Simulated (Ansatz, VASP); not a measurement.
# Cross-check of TiTe2 (CdI2 prototype) between VASP and Ansatz

One calculation is typed for both programs; each brings its own data sets. How far apart do they land? The cell is invented: As first built, before any earlier steps moved the atoms (in the runner's words): CdI2 prototype, lattice guessed from radii. It may not be a known or stable phase. The two relaxations start from unlike cells of this crystal (the structure described is Ansatz's start), so only their ends are compared.

Main program and level: Ansatz 0.2.0; plane waves, with VASP 6.6.1 beside it; relaxation of cell and atoms at PBEsol with D3(BJ), DFT+U.

## 1. Starting point

Symmetry: P-3m1, No. 164, trigonal system. Conventional cell: a = 4.016 Å, b = 4.016 Å, c = 6.627 Å, α = 90.00°, β = 90.00°, γ = 120.00°. Nearest to Ti lie 6 Te at 2.85 Å. Te has 3 Ti at 2.85 Å nearest. As first built, before any earlier steps moved the atoms (in the runner's words): CdI2 prototype, lattice guessed from radii. Farther neighbours and most contacts between anions are not listed.

As a file:

```cif
data_structure
_symmetry_space_group_name_H-M 'P-3m1'
_symmetry_Int_Tables_number 164
_cell_length_a 4.0164
_cell_length_b 4.0164
_cell_length_c 6.6270
_cell_angle_alpha 90.000
_cell_angle_beta 90.000
_cell_angle_gamma 120.000
_cell_volume 92.58
loop_
_atom_site_label
_atom_site_type_symbol
_atom_site_symmetry_multiplicity
_atom_site_Wyckoff_symbol
_atom_site_fract_x
_atom_site_fract_y
_atom_site_fract_z
_atom_site_occupancy
Ti1 Ti 1 a 0.00000 0.00000 0.00000 1
Te1 Te 2 d 0.33333 0.66667 0.25000 1
```

## 2. Ansatz: relaxation of cell and atoms, PBEsol with D3(BJ), DFT+U

Ansatz runs on its default PAW (the set named soft_2) files.

The relaxed volume is the usual yardstick between codes: in a stiff, nearly cubic crystal its relative difference is about their pressure difference at one cell divided by the bulk modulus.

Contents of input.yaml:

```yaml
crystal:
  lattice:
    - [4.016397441, 0.0, 0.0]
    - [-2.008198721, 3.478302216, 0.0]
    - [0.0, 0.0, 6.627]
  atoms:
    - { symbol: Ti, position: [0.0, 0.0, 0.0], spin: 1.0 }
    - { symbol: Te, position: [0.333333333, 0.666666667, 0.25] }
    - { symbol: Te, position: [0.666666667, 0.333333333, 0.75] }
magnetization:
  spin_polarized: true
kpoints:
  mp_grid: { grid: [7, 7, 4] }
hamiltonian:
  xc: pbesol
  hubbard:
    sites: [{ species: Ti, l: d, u_eff: 3.15 }]
    projectors: ortho-atomic
  dispersion: d3bj
scf:
  occupations: { method: fermi_dirac, width: 0.05 }
output: {}
relax:
  cell: {}
  max_steps: 40
```

Run with:

```bash
> ansatz run input.yaml --threads 4 --pin off --max-ram 14336MiB --backend cpu --events-out ev --progress --plain --runs-dir out
```

Numbers of over 12 decimals in the logs are rounded to 6 here.

Log:

```text
Engine: ansatz 0.2.0, aarch64-unknown-linux-gnu
Pseudopotentials: kind: paw
Pseudopotential: Ti, paw, valence charge 12, recommended cutoff 420 eV (normal), Ti.paw.azcp
Pseudopotential: Te, paw, valence charge 16, recommended cutoff 420 eV (normal), Te.paw.azcp
Functional definition: PBEsol
  exchange = pbesol_x
  correlation = pbesol_c
Crystal: 3 atoms, lattice volume = 92.581 Å³
Basis set: ecut = 420 eV, 1799 PW (Γ), exchange–correlation on 54×54×90 points (8 copies of the dense FFT grid, shifted against one another)
Bands: 27, of which v1, the nominal top of the filled ones, is band 22 counted from 1 (21 counted from 0)
Symmetry: 12 space group operations
Space group: P-3m1 (ITA 164), of the structure as read, at distance tolerance 4.5e-5 Å
Magnetic group: BNS 164.85 (UNI 1315), of the structure as read, at distance tolerance 4.5e-5 Å
k-points: 28 of 196
Non-local potential: Ti, projectors of the file, l = 0: 3, l = 1: 2, l = 2: 3, l = 3: 1
Non-local potential: Te, projectors of the file, l = 0: 2, l = 1: 2, l = 2: 2, l = 3: 2
PAW form: soft (Blöchl's): semilocal exchange-correlation on the pseudo side does not see the compensation charge
PAW frozen core: Ti, regenerated for the run's functional, and the local potential with it (the file was generated under x = pbe(κ = 0.804, μ = 0.219515), c = pbe(β = 0.066725))
PAW frozen core: Te, regenerated for the run's functional, and the local potential with it (the file was generated under x = pbe(κ = 0.804, μ = 0.219515), c = pbe(β = 0.066725))
PAW one-centre angular grid: Ti, 590 points (default); XC on 64 Gauss nodes
PAW one-centre angular grid: Te, 590 points (default); XC on 64 Gauss nodes
Initial density: superposition of atomic densities (chi_scale 0.1, normalization cell)
Starting moments: Σ|m| = 1 μB on 1 of 3 sites
Initial wavefunctions: pseudopotential atomic-orbital guess
Functional: x = pbesol(κ = 0.804, μ = 0.123457), c = pbesol(β = 0.046)
SCF iter   1: F=—  HF=-16277.366067 eV  |F-HF|=—  |Δ(HF+E_count)|=         —  Δρ=4.28e-2 (↑4.28e-2 ↓1.68e-2)  dr2=4.34e0  dr2_m=2.30e-1  M=0.048 μB ∫|m|=0.624 μB  β_m=0.30  ethr=3.10e-3  ⟨swp⟩=6.2  Hψ=6824  notcnv=0
preconditioner: auto → Kerker (q_TF=auto, 2.410 Å⁻¹)  [metal: Δε(μ)=0.043 eV  Ē_g=6.657 eV  σ=0.050 eV  W_gap=0.21  n_scr=22 (ndim 8)  ℏωp=15.4 eV  f_vac=0.017  D(μ)=0.91/eV (n_scr^D=2)]
spin=Collinear: Kerker preconditioning applied to the charge; magnetization (m = ρ↑ − ρ↓) channel mixes plain (no charge-response kernel on spin).
SCF iter   2: F=—  HF=-16276.901055 eV  |F-HF|=—  |Δ(HF+E_count)|=   4.65e-1  Δρ=1.41e-2 (↑1.41e-2 ↓1.06e-2)  dr2=4.27e-1  dr2_m=4.00e-2  M=0.172 μB ∫|m|=0.848 μB  β_m=0.30  ethr=3.10e-3  ⟨swp⟩=3.1  Hψ=2608  notcnv=0  defer=20
SCF iter   3: F=—  HF=-16276.972681 eV  |F-HF|=—  |Δ(HF+E_count)|=   7.16e-2  Δρ=9.57e-3 (↑8.11e-3 ↓9.57e-3)  dr2=3.52e-1  dr2_m=1.48e-2  M=0.196 μB ∫|m|=0.873 μB  β_m=0.30  ethr=9.70e-4  ⟨swp⟩=2.0  Hψ=1793  notcnv=0  defer=20
SCF iter   4: F=—  HF=-16277.080022 eV  |F-HF|=—  |Δ(HF+E_count)|=   1.07e-1  Δρ=1.74e-2 (↑1.74e-2 ↓6.29e-3)  dr2=7.21e-1  dr2_m=3.77e-2  M=0.092 μB ∫|m|=0.682 μB  β_m=0.30  ethr=8.01e-4  ⟨swp⟩=3.0  Hψ=2505  notcnv=0  defer=20
SCF iter   5: F=—  HF=-16277.047539 eV  |F-HF|=—  |Δ(HF+E_count)|=   3.25e-2  Δρ=6.88e-3 (↑4.22e-3 ↓6.88e-3)  dr2=2.39e-1  dr2_m=3.28e-3  M=0.172 μB ∫|m|=0.799 μB  β_m=1.00  ethr=8.01e-4  ⟨swp⟩=3.1  Hψ=3237  notcnv=0  defer=15
SCF iter   6: F=—  HF=-16277.061015 eV  |F-HF|=—  |Δ(HF+E_count)|=   1.35e-2  Δρ=2.21e-3 (↑8.34e-4 ↓2.21e-3)  dr2=1.86e-2  dr2_m=1.04e-3  M=0.150 μB ∫|m|=0.739 μB  β_m=0.30  ethr=5.42e-4  ⟨swp⟩=2.4  Hψ=1988  notcnv=0  defer=5
SCF iter   7: F=—  HF=-16277.076033 eV  |F-HF|=—  |Δ(HF+E_count)|=   1.50e-2  Δρ=1.71e-3 (↑1.71e-3 ↓1.38e-3)  dr2=9.89e-4  dr2_m=1.73e-3  M=0.141 μB ∫|m|=0.703 μB  β_m=0.30  ethr=4.23e-5  ⟨swp⟩=2.0  Hψ=2094  notcnv=0  defer=5
Mixer restart at iter 7: flushing history
spin-set hold released at iteration 7 (site moments contracting): the magnetisation degrees of freedom join the quasi-Newton model from the next iteration; the mixer history was flushed
SCF iter   8: F=—  HF=-16277.085919 eV  |F-HF|=—  |Δ(HF+E_count)|=   9.89e-3  Δρ=1.58e-3 (↑1.30e-3 ↓1.58e-3)  dr2=1.43e-3  dr2_m=1.52e-3  M=0.138 μB ∫|m|=0.680 μB  β_m=0.65  ethr=2.25e-6  ⟨swp⟩=1.9  Hψ=1845  notcnv=0  defer=5
SCF iter   9: F=—  HF=-16277.104966 eV  |F-HF|=—  |Δ(HF+E_count)|=   1.90e-2  Δρ=2.87e-3 (↑2.87e-3 ↓5.70e-4)  dr2=1.09e-2  dr2_m=2.00e-3  M=0.099 μB ∫|m|=0.569 μB  β_m=0.62  ethr=2.25e-6  ⟨swp⟩=2.6  Hψ=3086  notcnv=0  defer=3
[...]
spin-set hold released at iteration 12 (site moments contracting): the magnetisation degrees of freedom join the quasi-Newton model from the next iteration; the mixer history was flushed
[...]
SCF iter  21: F=-16277.506174 eV  HF=-16277.506174 eV  |F-HF|=1.04e-9  |Δ(HF+E_count)|=   1.53e-9  Δρ=1.05e-6 (↑1.05e-6 ↓7.17e-7)  dr2=1.57e-9  dr2_m=2.01e-10  M=0.191 μB ∫|m|=0.399 μB  β_m=0.99  ethr=1.48e-10  ⟨swp⟩=1.0  Hψ=3696  notcnv=0
SCF iter  22: F=-16277.506174 eV  HF=-16277.506174 eV  |F-HF|=3.04e-9  |Δ(HF+E_count)|=   1.76e-9  Δρ=8.89e-7 (↑8.89e-7 ↓6.42e-7)  dr2=3.37e-9  dr2_m=4.93e-11  M=0.191 μB ∫|m|=0.399 μB  ethr=3.56e-12  ⟨swp⟩=1.0  Hψ=4490  notcnv=0
SCF 1 converged in 22 iterations: F = -16277.506174 eV  dr2 = 3.37e-9
Symmetry: 4 space group operations
k-points: 60 of 196
Initial density: read from a saved state, or passed on in memory by an earlier SCF of this step, an earlier step, the calling program or the single point that the run made first
SCF iter   1: F=—  HF=-16277.286658 eV  |F-HF|=—  |Δ(HF+E_count)|=         —  Δρ=2.80e-2 (↑2.80e-2 ↓2.99e-3)  dr2=5.61e-1  dr2_m=1.47e-1  M=0.501 μB ∫|m|=0.763 μB  ethr=2.27e-6  ⟨swp⟩=1.0  Hψ=25273  notcnv=0
preconditioner: auto → Kerker (q_TF=auto, 2.499 Å⁻¹)  [metal: Δε(μ)=0.024 eV  Ē_g=6.736 eV  σ=0.050 eV  W_gap=0.12  n_scr=22 (ndim 8)  ℏωp=17.2 eV  f_vac=0.004  D(μ)=1.37/eV (n_scr^D=2)]
spin=Collinear: Kerker preconditioning applied to the charge; magnetization (m = ρ↑ − ρ↓) channel mixes plain (no charge-response kernel on spin).
SCF iter   2: F=—  HF=-16277.471376 eV  |F-HF|=—  |Δ(HF+E_count)|=         —  Δρ=3.13e-3 (↑3.13e-3 ↓9.99e-4)  dr2=1.04e-2  dr2_m=1.56e-3  M=0.324 μB ∫|m|=0.684 μB  ethr=2.27e-6  ⟨swp⟩=1.3  Hψ=16699  notcnv=0
SCF iter   3: F=—  HF=-16277.506086 eV  |F-HF|=—  |Δ(HF+E_count)|=   3.47e-2  Δρ=2.93e-4 (↑2.93e-4 ↓2.38e-4)  dr2=2.53e-4  dr2_m=3.65e-6  M=0.198 μB ∫|m|=0.418 μB  ethr=2.27e-6  ⟨swp⟩=1.1  Hψ=8587  notcnv=0
SCF iter   4: F=—  HF=-16277.506175 eV  |F-HF|=—  |Δ(HF+E_count)|=   8.93e-5  Δρ=4.12e-5 (↑3.64e-5 ↓4.12e-5)  dr2=1.20e-5  dr2_m=3.06e-8  M=0.190 μB ∫|m|=0.397 μB  ethr=5.74e-7  ⟨swp⟩=1.0  Hψ=7128  notcnv=0
SCF iter   5: F=—  HF=-16277.506174 eV  |F-HF|=—  |Δ(HF+E_count)|=   1.09e-6  Δρ=1.21e-5 (↑1.19e-5 ↓1.21e-5)  dr2=1.99e-7  dr2_m=4.75e-8  M=0.191 μB ∫|m|=0.398 μB  ethr=2.73e-8  ⟨swp⟩=1.0  Hψ=7011  notcnv=0
SCF iter   6: F=—  HF=-16277.506174 eV  |F-HF|=—  |Δ(HF+E_count)|=   3.73e-7  Δρ=1.58e-6 (↑1.49e-6 ↓1.58e-6)  dr2=1.62e-9  dr2_m=1.32e-9  M=0.191 μB ∫|m|=0.399 μB  ethr=2.27e-10  ⟨swp⟩=1.3  Hψ=9189  notcnv=0
SCF iter   7: F=-16277.506174 eV  HF=-16277.506174 eV  |F-HF|=8.37e-11  |Δ(HF+E_count)|=   6.48e-9  Δρ=1.54e-7 (↑1.43e-7 ↓1.54e-7)  dr2=1.19e-10  dr2_m=8.24e-12  M=0.191 μB ∫|m|=0.399 μB  ethr=3.69e-12  ⟨swp⟩=1.5  Hψ=9413  notcnv=0
SCF iter   8: F=-16277.506174 eV  HF=-16277.506174 eV  |F-HF|=8.00e-11  |Δ(HF+E_count)|=  3.64e-12  Δρ=1.54e-7 (↑1.42e-7 ↓1.54e-7)  dr2=1.18e-10  dr2_m=8.16e-12  M=0.191 μB ∫|m|=0.399 μB  ethr=1.00e-12  ⟨swp⟩=1.6  Hψ=10299  notcnv=0
SCF 2 converged in 8 iterations: F = -16277.506174 eV  dr2 = 1.18e-10
a single-point calculation of the run's input, under the relaxation's own `scf.mixing.negative_modes` where the relaxation goes by `scf.lower_state_search: light` itself or types `scf.max_iter`, was made at the relaxed geometry, from the atoms, in 30 SCF iterations in all. It converged +0.0 meV from the relaxation's final energy, with moments (0.23, -0.04, -0.04 Bohr magnetons, atom by atom), which does not count as lower, and the relaxation's result stands. No further magnetic order was relaxed to its end, and one can end lower (see `relax.adjacent_minimum`).
SCF converged after 8 iterations
Magnetization: 0.1911 μB (22.0955 up, 21.9045 down)
Absolute magnetization: 0.4005 μB (∫|ρ↑−ρ↓|, with the PAW one-centre terms)
Spin contamination: 0.0158 ħ² per cell (⟨S²⟩ above its minimum at these occupations)
Per-site moments (μB) at R_I (Å): [(0.234982, 1.130196), (-0.035242, 1.130196), (-0.035242, 1.130196)]
Free energy (F): -16277.506174 eV
Harris-Foulkes:  -16277.506174 eV  (|F-HF|=1.46e-11)
Internal energy: -16277.499426 eV  (E = F + TS)
E sigma→0 (E₀):  -16277.502800 eV
Entropy (-TS):   -0.006748 eV (-2.249 meV/atom)
Fermi energy:    11.677538 eV
--- Per-component energies (eV) ---
  E_band       = -622.409747
  E_kinetic    = 636.025374
  E_local      = -3153.127150  (includes V_loc(G=0)·N_el)
  E_nonlocal   = -606.390376
  E_hartree    = 1881.508315
  E_xc         = -345.532086
  E_vxc        = -332.625460  (∫ρ·V_xc dr)
  E_hubbard    = 2.939623  (on-site DFT+U / exact-exchange correction)
  E_vhub       = 1.424176  (the Hubbard potential's part of the band-sum identity)
  E_paw        = -10191.872080  (= ΣΔE_a)
  E_vpaw       = -930.732601  (= ΣTr[D̂ρ^β])
  E_aug_tail   = -0.000248  (compensation charges beyond the density's cutoff)
  E_ewald      = -4500.421708
  E_disp       = -1.518104  (pairwise vdW)
  E_core_change = 0.889015  (= ΣΔE_core)
  E_smearing   = -0.006748  (= −TS)
  E_closure    = 0.000000  (closes the sum)
  Σ components = -16277.506174   (vs F -16277.506174, Δ=0.00e0)
--- Forces (eV/Å), atoms counted from 1 ---
  atom   1  Ti    -0.00000000    -0.00000000     0.00000000
  atom   2  Te     0.00000000     0.00000000     0.00106744
  atom   3  Te    -0.00000000    -0.00000000    -0.00106744
  max |Σ_I F_I| component: 2.31e-18 eV/Å
--- Stress (GPa, compression-positive) ---
        0.006210       0.000000       0.000000
        0.000000       0.006210       0.000000
        0.000000       0.000000       0.010324
  P = ⅓ Tr σ = 0.0076 GPa (0.076 kbar)
--- Relaxed structure (6 steps of the walk, 6 accepted, 1 SCFs on fresh bases) ---
  F+E_penalty+E_count = -16277.50617435 eV   max|allowed force component| = 1.067e-3 eV/Å   (the final SCF, on the basis selected at the relaxed cell)
  cell:  # Å, volume = 74.5343 Å³
    - [3.719486, 2.6733481067997107e-10, 0]
    - [-1.859743, 3.221170, 1.740214098184815e-17]
    - [0, 3.315525251214584e-17, 6.220991]
  atoms:
    - { symbol: Ti, position: [0, 0, 0] }
    - { symbol: Te, position: [0.333333, 0.666667, 0.273522] }
    - { symbol: Te, position: [0.666667, 0.333333, 0.726478] }
```

[end of part 1 of 2]

[Lines on the potential files, build, host, timing and source positions are cut from VASP's logs without a mark.]

[Logs are printed without paths, hosts, clocks, repeated set-up lines and the standing remarks that a program may print on its own settings, such as how far it seeks lower states.]

[Hosts, paths, dates, database ids (printed as entryN), source tags and the programs' standing remarks are cut or masked in the printed files.]
